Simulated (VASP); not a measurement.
Calculation: AM05 GGA, VASP's PBE PAW potentials (set 64) (plane waves; VASP).

A VASP calculation is set up with these files.

### POSCAR
```
Be
1
    1.1309072678    -1.9587886783    -0.0000000000
    1.1309072678     1.9587886783     0.0000000000
   -0.0000000000     0.0000000000     3.5594349254
Be
2
Direct
  0.3333330000   0.6666670000   0.2500000000
  0.6666670000   0.3333330000   0.7500000000
```

**INCAR**
```
ALGO = Normal
EDIFF = 1E-6
EDIFFG = -0.01
ENCUT = 520
GGA = AM
IBRION = 2
ISIF = 3
ISMEAR = 1
LASPH = .True.
LCHARG = .False.
LREAL = .False.
LWAVE = .False.
NELM = 100
NSW = 60
PREC = Accurate
SIGMA = 0.1
SYSTEM = Be
```

KPOINTS:
```
Automatic mesh
0
Gamma
17 17 9
0 0 0
```

POTCAR, in this order: Be (PBE.64 set). Program: vasp_std.

The run wrote:

OSZICAR:
```
       N       E                     dE             d eps       ncg     rms          rms(c)
DAV:   1    -0.257947485923E+01   -0.25795E+01   -0.18218E+03  1992   0.548E+02
DAV:   2    -0.789967041210E+01   -0.53202E+01   -0.50258E+01  2964   0.639E+01
DAV:   3    -0.793892770211E+01   -0.39257E-01   -0.39230E-01  2706   0.511E+00
DAV:   4    -0.793896851862E+01   -0.40817E-04   -0.40817E-04  2904   0.149E-01
DAV:   5    -0.793896857592E+01   -0.57299E-07   -0.57199E-07  2646   0.242E-03    0.124E+00
DAV:   6    -0.792636421971E+01    0.12604E-01   -0.36915E-03  2184   0.857E-01    0.754E-01
DAV:   7    -0.792031102934E+01    0.60532E-02   -0.56891E-03  2118   0.867E-01    0.250E-02
DAV:   8    -0.792031799344E+01   -0.69641E-05   -0.35629E-05  3162   0.538E-02    0.100E-02
DAV:   9    -0.792031949925E+01   -0.15058E-05   -0.57353E-07  2094   0.859E-03    0.530E-04
DAV:  10    -0.792031958598E+01   -0.86736E-07   -0.67594E-09  1512   0.789E-04
   1 F= -.79203196E+01 E0= -.79204010E+01  d E =-.792032E+01
```

File OUTCAR:
```
------------------------ aborting loop because EDIFF is reached ----------------------------------------
  FORCE on cell =-STRESS in cart. coord.  units (eV):
  Direction    XX          YY          ZZ          XY          YZ          ZX
  --------------------------------------------------------------------------------------
  Total        0.0176368      0.0176368     -0.0086813      0.0000000      0.0000000      0.0000000
  in kB        1.7918634      1.7918631     -0.8820013      0.0000000      0.0000000      0.0000000
  external PRESSURE =       0.9005751 kB  Pullay stress =       0.0000000 kB
  volume of cell :       15.77
      direct lattice vectors                 reciprocal lattice vectors
     1.130907268 -1.958788678  0.000000000     0.442122899 -0.255259797  0.000000000
     1.130907268  1.958788678  0.000000000     0.442122899  0.255259797  0.000000000
     0.000000000  0.000000000  3.559434925     0.000000000  0.000000000  0.280943470
 POSITION                                       TOTAL-FORCE (eV/Angst)
 -----------------------------------------------------------------------------------
      1.13091      0.65293      0.88986         0.000000     -0.000000      0.000000
      1.13091     -0.65293      2.66958        -0.000000      0.000000      0.000000
 -----------------------------------------------------------------------------------
    total drift:                                0.000000     -0.000003      0.000005
  FREE ENERGIE OF THE ION-ELECTRON SYSTEM (eV)
  ---------------------------------------------------
  free  energy   TOTEN  =        -7.9203195860 eV

  energy  without entropy=       -7.9205636898  energy(sigma->0) =       -7.92040095

 reached required accuracy - stopping structural energy minimisation
```
(Selected blocks of OUTCAR.)

### OUTCAR
```
 val. band max:        6.9634348057   @ k =   0.2941   0.2941   0.0000

 cond. band min:       7.0334888160   @ k =   0.2941   0.2353   0.0000


 Fermi energy:         6.9839331381

 k-point     1 :       0.0000    0.0000    0.0000
  band No.  band energies     occupation
      1      -4.2935      2.00000
      2       2.5869      2.00000
      3       8.2212     -0.00000
      4      23.1213      0.00000
      5      23.1213      0.00000
      6      25.9584      0.00000

 k-point     2 :       0.0588   -0.0000    0.0000
  band No.  band energies     occupation
      1      -4.1945      2.00000
      2       2.7177      2.00000
      3       8.2491     -0.00000
      4      22.2874      0.00000
      5      22.4936      0.00000
      6      25.9743      0.00000

 k-point     3 :       0.1176   -0.0000    0.0000
  band No.  band energies     occupation
      1      -3.8970      2.00000
      2       3.1095      2.00000
      3       8.3250     -0.00000
      4      20.3061      0.00000
      5      21.2795      0.00000
      6      25.9205      0.00000

 k-point     4 :       0.1765   -0.0000    0.0000
  band No.  band energies     occupation
      1      -3.4008      2.00000
      2       3.7610      2.00000
      3       8.4158     -0.00000
      4      17.9404      0.00000
      5      20.0256      0.00000
      6      25.5376      0.00000

 k-point     5 :       0.2353   -0.0000    0.0000
  band No.  band energies     occupation
      1      -2.7061      2.00000
      2       4.6691      2.00000
      3       8.4216     -0.00000
      4      15.6991      0.00000
      5      18.8989      0.00000
      6      23.6411      0.00000

 k-point     6 :       0.2941   -0.0000    0.0000
  band No.  band energies     occupation
      1      -1.8153      2.00000
      2       5.8278      2.00000
      3       8.0939     -0.00000
      4      14.0210      0.00000
      5      17.9621      0.00000
      6      21.0496      0.00000
...
```

The compound is Be in the hcp structure. It was relaxed first. The start is the result of an earlier pass.
